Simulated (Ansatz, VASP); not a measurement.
## CaTl2O4 (CaTl2O4 (Cmcm)) in two plane-wave programs

Aim: how closely do two programs agree when they are given the same cell, functional and k mesh? The cell is taken from a series of runs on this material, whose earlier steps may have relaxed, scaled, displaced or heated it; both programs get it as it stands.

Main program and level: Ansatz 0.2.0; plane waves, with VASP 6.6.1 beside it; relaxation of cell and atoms at r2SCAN.

## Step 1: The structure

It takes space group Cmcm (No. 63, orthorhombic). Conventional cell: a = 3.340 Å, b = 11.095 Å, c = 10.513 Å, α = 90.00°, β = 90.00°, γ = 90.00°. Nearest to Ca lie 8 O at 2.34 to 2.89 Å. Tl has 6 O at 2.16 to 2.37 Å nearest. Nearest to O lie 2 Tl at 2.16 Å and 2 Ca at 2.34 Å. Nearest to O lie 4 Tl at 2.36 Å and 2 Ca at 2.89 Å. Nearest to O lie 3 Tl at 2.20 to 2.37 Å and 2 Ca at 2.50 Å. Farther neighbours and most contacts between anions are not listed.

Structure file:

```xyz
14
Lattice="1.6701 -5.5474 0.0000 1.6701 5.5474 0.0000 0.0000 0.0000 10.5127" Properties=species:S:1:pos:R:3 pbc="T T T"
Ca    1.6701    4.3366    2.6282
Ca    1.6701   -4.3366    7.8845
Tl    1.6701   -1.4920    6.0122
Tl    1.6701    1.4920    4.5005
Tl    1.6701    1.4920    0.7558
Tl    1.6701   -1.4920    9.7569
O     1.6701    0.4240    2.6282
O     1.6701   -0.4240    7.8845
O     0.0000    0.0000    5.2564
O     0.0000    0.0000    0.0000
O     1.6701   -2.4381    1.2304
O     1.6701    2.4381    9.2823
O     1.6701   -2.4381    4.0260
O     1.6701    2.4381    6.4868
```

## Step 2: VASP: relaxation of cell and atoms, r2SCAN

The relaxed volume is the usual yardstick between codes: in a stiff, nearly cubic crystal its relative difference is about their pressure difference at one cell divided by the bulk modulus.

Lines of VASP's logs that name or quote its potential files are left out, and so is its time.

The input, INCAR:

```
SYSTEM = CaTl2O4
PREC = Accurate
ENCUT = 660
EDIFF = 1E-07
NELM = 120
ISMEAR = -1
SIGMA = 0.05
LREAL = .FALSE.
ALGO = Normal
METAGGA = R2SCAN
LASPH = .TRUE.
NBANDS = 74
LORBIT = 11
LWAVE = .FALSE.
LCHARG = .FALSE.
ISIF = 3
IBRION = 2
NSW = 80
EDIFFG = -0.005
GGA_COMPAT = .FALSE.
NELMIN = 4
EFERMI = MIDGAP
LMIXTAU = .TRUE.
KPAR = 4
```

The input, POSCAR:

```
CaTl2O4
1.0
    1.6701270000     -5.5473640000      0.0000000000
    1.6701270000      5.5473640000      0.0000000000
    0.0000000000      0.0000000000     10.5127260000
Ca Tl O
2 4 8
Direct
    0.1091258839      0.8908741161      0.2499999524
    0.8908741161      0.1091258839      0.7499999524
    0.6344741394      0.3655258606      0.5718966708
    0.3655258606      0.6344741394      0.4281032341
    0.3655258606      0.6344741394      0.0718967659
    0.6344741394      0.3655258606      0.9281032341
    0.4617864449      0.5382135551      0.2499999524
    0.5382135551      0.4617864449      0.7499999524
    0.0000000000      0.0000000000      0.5000000000
    0.0000000000      0.0000000000      0.0000000000
    0.7197538326      0.2802461674      0.1170399571
    0.2802461674      0.7197538326      0.8829599478
    0.7197538326      0.2802461674      0.3829599478
    0.2802461674      0.7197538326      0.6170399571
```

The input, KPOINTS:

```
Automatic mesh
0
Gamma
12 12 4
0 0 0
```

The projector-augmented-wave data sets are Ca_sv, Tl_d and O (PBE family, release 64).

Started as:

```bash
$ mpirun -np 4 vasp_std
```

Numbers of over 12 decimals in the logs are rounded to 6 here.

The program printed:

```text
[banner, memory and clock lines left out]
running    4 mpi-ranks, on    1 nodes
 distrk:  each k-point on    1 cores,    4 groups
 distr:  one band on    1 cores,    1 groups

 POSCAR found type information on POSCAR CaTlO
 POSCAR found :  3 types and      14 ions
|                                                                             |
|               ----> ADVICE to this user running VASP <----                  |
|                                                                             |
|     You enforced a specific xc type in the INCAR file but a different       |
|     [... a line on the potential file left out ...]
|     I HOPE YOU KNOW WHAT YOU ARE DOING!                                     |
|                                                                             |

 LDA part: xc-table for (None), standard interpolation
 POSCAR, INCAR and KPOINTS ok, starting setup
 FFT: planning ... GRIDC
 FFT: planning ... GRID_SOFT
 FFT: planning ... GRID
 WAVECAR not read
 entering main loop
       N       E                     dE             d eps       ncg     rms          rms(c)
DAV:   1     0.952509859861E+03    0.95251E+03   -0.75392E+04 19092   0.201E+03
DAV:   2    -0.239413477145E+03   -0.11919E+04   -0.11493E+04 21398   0.492E+02
DAV:   3    -0.341404573014E+03   -0.10199E+03   -0.10081E+03 24792   0.135E+02
DAV:   4    -0.344812032196E+03   -0.34075E+01   -0.33905E+01 29950   0.211E+01
DAV:   5    -0.344956534685E+03   -0.14450E+00   -0.14441E+00 27584   0.311E+00    0.313E+01
DAV:   6    -0.313940203867E+03    0.31016E+02   -0.45390E+01 22382   0.446E+01    0.309E+01
DAV:   7    -0.304780950659E+03    0.91593E+01   -0.96959E+00 21760   0.123E+01    0.200E+01
DAV:   8    -0.311209083205E+03   -0.64281E+01   -0.91139E+00 23312   0.131E+01    0.677E+00
DAV:   9    -0.293982290040E+03    0.17227E+02   -0.32574E+00 20564   0.111E+01    0.325E+00
DAV:  10    -0.295599661285E+03   -0.16174E+01   -0.13213E+00 21838   0.488E+00    0.153E+00
DAV:  11    -0.294273645204E+03    0.13260E+01   -0.37764E-01 19728   0.333E+00    0.138E+00
DAV:  12    -0.295535164814E+03   -0.12615E+01   -0.12065E+00 19402   0.501E+00    0.918E-01
DAV:  13    -0.295149426471E+03    0.38574E+00   -0.10953E-01 20440   0.208E+00    0.550E-01
DAV:  14    -0.295635192021E+03   -0.48577E+00   -0.16581E-01 19292   0.238E+00    0.167E-01
[...]
DAV:  18    -0.295644810250E+03   -0.14748E-02   -0.21050E-04 21540   0.835E-02    0.621E-02
DAV:  19    -0.295645141579E+03   -0.33133E-03   -0.21093E-04 20190   0.800E-02    0.323E-02
DAV:  20    -0.295645436156E+03   -0.29458E-03   -0.24905E-04 19606   0.886E-02    0.100E-02
DAV:  21    -0.295645455775E+03   -0.19619E-04   -0.22663E-05 20120   0.281E-02    0.400E-03
DAV:  22    -0.295645456016E+03   -0.24191E-06   -0.16040E-06 25074   0.614E-03    0.351E-03
DAV:  23    -0.295645456339E+03   -0.32211E-06   -0.77583E-07 19322   0.478E-03    0.428E-03
DAV:  24    -0.295645456559E+03   -0.22030E-06   -0.69934E-07 16296   0.432E-03    0.193E-03
DAV:  25    -0.295645456561E+03   -0.20937E-08   -0.99113E-08 12104   0.176E-03
   1 F= -.29564546E+03 E0= -.29564536E+03  d E =-.295645E+03
[...]
2 F= -.29564548E+03 E0= -.29564538E+03  d E =-.225510E-04
[...]
3 F= -.29564548E+03 E0= -.29564538E+03  d E =-.224133E-04
 curvature:  -0.46 expect dE=-0.118E-04 dE for cont linesearch -0.158E-07
 trial: gam= 0.55010 g(F)=  0.124E-04 g(S)=  0.132E-04 ort =-0.129E-05 (trialstep = 0.985E+00)
 search vector abs. value=  0.389E-04
 bond charge predicted
       N       E                     dE             d eps       ncg     rms          rms(c)
DAV:   1    -0.295645501590E+03   -0.22663E-04   -0.95581E-03 19172   0.394E-01    0.306E-02
DAV:   2    -0.295645502301E+03   -0.71041E-06   -0.24688E-04 22014   0.635E-02    0.171E-02
DAV:   3    -0.295645498297E+03    0.40036E-05   -0.77554E-06 23430   0.153E-02    0.105E-02
DAV:   4    -0.295645496967E+03    0.13303E-05   -0.63068E-06 21128   0.133E-02    0.463E-03
DAV:   5    -0.295645498165E+03   -0.11984E-05   -0.30807E-06 19490   0.102E-02    0.195E-03
DAV:   6    -0.295645497986E+03    0.17872E-06   -0.20265E-06 19318   0.767E-03    0.104E-03
DAV:   7    -0.295645499184E+03   -0.11977E-05   -0.34955E-07 16350   0.313E-03    0.401E-04
DAV:   8    -0.295645499237E+03   -0.53256E-07   -0.33663E-08 12288   0.993E-04
   4 F= -.29564550E+03 E0= -.29564540E+03  d E =-.202631E-04
 trial-energy change:   -0.000020  1 .order   -0.000020   -0.000024   -0.000015
 step:   2.6234(harm=  2.6234)  dis= 0.00141  next Energy=  -295.645512 (dE=-0.326E-04)
 reached required accuracy - stopping structural energy minimisation
```

OUTCAR, selected parts (step 2):

```text
ion  position               nearest neighbor table
   1  0.109  0.891  0.250-   7 2.34   7 2.34  11 2.50  11 2.50  13 2.50  13 2.50   5 3.41   4 3.41

  LATTYP: Found a base centered orthorhombic cell.
 ALAT       =     3.3402540000
 B/A-ratio  =     3.3215222555
 C/A-ratio  =     3.1472834102

 Subroutine GETGRP returns: Found  8 space group operations
 (whereof  4 operations were pure point group operations)

The static configuration has the point symmetry C_2h.
 The point group associated with its full space group is D_2h.

 Found    129 irreducible k-points:

   k-points           NKPTS =    129   k-points in BZ     NKDIM =    129   number of bands    NBANDS=     74

   dimension x,y,z NGX =    50 NGY =   50 NGZ =   90
   dimension x,y,z NGXF=   100 NGYF=  100 NGZF=  180

   ENCUT  =  660.0 eV  48.51 Ry    6.96 a.u.  12.14 12.14 22.02*2*pi/ulx,y,z

   NELECT =     120.0000    total number of electrons

 k-points in reciprocal lattice and weights: Automatic mesh
   0.00000000  0.00000000  0.00000000       0.002
   0.08333333  0.00000000  0.00000000       0.007
   0.16666667  0.00000000  0.00000000       0.007
   0.25000000  0.00000000  0.00000000       0.007
   0.33333333  0.00000000  0.00000000       0.007
   0.41666667  0.00000000  0.00000000       0.007
   0.50000000  0.00000000  0.00000000       0.003
   0.08333333  0.08333333  0.00000000       0.003
   0.16666667  0.08333333  0.00000000       0.007
[...]
-0.41666667  0.41666667  0.50000000       0.003
   0.50000000  0.50000000  0.50000000       0.002

 average (electrostatic) potential at core
       1 -46.5049       2 -46.5049       3 -89.3453       4 -89.3453       5 -89.3453
       6 -89.3453       7 -73.1442       8 -73.1441       9 -72.8923      10 -72.8923
      11 -73.0565      12 -73.0565      13 -73.0565      14 -73.0565

 E-fermi :   4.5284

 k-point     1 :       0.0000    0.0000    0.0000
  band No.  band energies     occupation
    ...
     56       3.3498      2.00000
     57       3.3875      2.00000
     58       3.4857      2.00000
     59       3.5290      2.00000
     60       4.0811      1.99974
     61       4.6484      0.16641
     62       6.8654      0.00000
     63       7.9741      0.00000
     64       8.7874      0.00000
     65      10.1109      0.00000
    ...

 k-point     2 :       0.0833    0.0000    0.0000
  band No.  band energies     occupation
    ...
     56       3.3544      2.00000
     57       3.3876      2.00000
     58       3.6042      2.00000
     59       3.6795      2.00000
     60       4.0646      1.99981
     61       5.0125      0.00012
     62       6.9831      0.00000
     63       8.0093      0.00000
     64       8.8243      0.00000
     65      10.2227      0.00000
    ...

 k-point     3 :       0.1667    0.0000    0.0000
  band No.  band energies     occupation
    ...
     56       3.3553      2.00000
     57       3.4498      2.00000
     58       3.6981      2.00000
     59       3.8383      2.00000
     60       4.0404      1.99988
     61       5.7873      0.00000
     62       7.3095      0.00000
     63       8.0280      0.00000
     64       8.8587      0.00000
     65      10.3988      0.00000
    ...

  Total       -0.0254648     -0.0191055     -0.0083677      0.0000000      0.0000000      0.0000000
  in kB       -0.2093785     -0.1570905     -0.0688015      0.0000000      0.0000000      0.0000000
  external PRESSURE =      -0.1450902 kB  Pullay stress =       0.0000000 kB

  energy-cutoff  :      660.00
  volume of cell :      194.86
      direct lattice vectors                 reciprocal lattice vectors
     1.670394670 -5.547066544 -0.000000000     0.299330457 -0.090137732  0.000000000
     1.670394670  5.547066544  0.000000000     0.299330457  0.090137732 -0.000000000
     0.000000000  0.000000000 10.514910541     0.000000000 -0.000000000  0.095103044

 POSITION                                       TOTAL-FORCE (eV/Angst)
 -----------------------------------------------------------------------------------
      1.67039      4.33613      2.62873         0.000000      0.001732      0.000000
      1.67039     -4.33613      7.88618         0.000000     -0.001732      0.000000
      1.67039     -1.49187      6.01358         0.000000     -0.001412     -0.001875
      1.67039      1.49187      4.50133         0.000000      0.001412      0.001875
      1.67039      1.49187      0.75612         0.000000      0.001412     -0.001875
      1.67039     -1.49187      9.75879         0.000000     -0.001412      0.001875
      1.67039      0.42477      2.62873         0.000000      0.003600      0.000000
      1.67039     -0.42477      7.88618         0.000000     -0.003600      0.000000
      1.67039      5.54707      5.25746         0.000000     -0.000000      0.000000
      1.67039      5.54707      0.00000         0.000000     -0.000000      0.000000
      1.67039     -2.43706      1.23082         0.000000      0.004620     -0.001551
      1.67039      2.43706      9.28409         0.000000     -0.004620      0.001551
      1.67039     -2.43706      4.02663         0.000000      0.004620      0.001551
      1.67039      2.43706      6.48828         0.000000     -0.004620     -0.001551
 -----------------------------------------------------------------------------------
    total drift:                               -0.000000     -0.000061      0.001388

  FREE ENERGIE OF THE ION-ELECTRON SYSTEM (eV)
  ---------------------------------------------------
  free  energy   TOTEN  =      -295.6454992374 eV

  energy  without entropy=     -295.6453031549  energy(sigma->0) =     -295.64540120

 reached required accuracy - stopping structural energy minimisation

 total charge
# of ion       s       p       d       tot
------------------------------------------
    1        2.025   5.866   0.224   8.115
    2        2.025   5.866   0.224   8.115
    3        0.780   0.494   9.839  11.114
    4        0.780   0.494   9.839  11.114
    5        0.780   0.494   9.839  11.114
    6        0.780   0.494   9.839  11.114
    7        1.568   3.432   0.000   5.000
    8        1.568   3.432   0.000   5.000
    9        1.575   3.375   0.000   4.950
   10        1.575   3.375   0.000   4.950
   11        1.574   3.391   0.000   4.965
   12        1.574   3.391   0.000   4.965
   13        1.574   3.391   0.000   4.965
   14        1.574   3.391   0.000   4.965
--------------------------------------------------
tot         19.755  40.889  39.805 100.448

[... 3 further parts left out ...]
```

The run keeps the 8 symmetry operations of its start, so it cannot find a distortion of lower symmetry.

(Continued in part 2 of 2.)

[Lines on the potential files, build, host, timing and source positions are cut from VASP's logs without a mark.]

[Logs are printed without paths, hosts, clocks, repeated set-up lines and the standing remarks that a program may print on its own settings, such as how far it seeks lower states.]

[Hosts, paths, dates, database ids (printed as entryN), source tags and the programs' standing remarks are cut or masked in the printed files.]
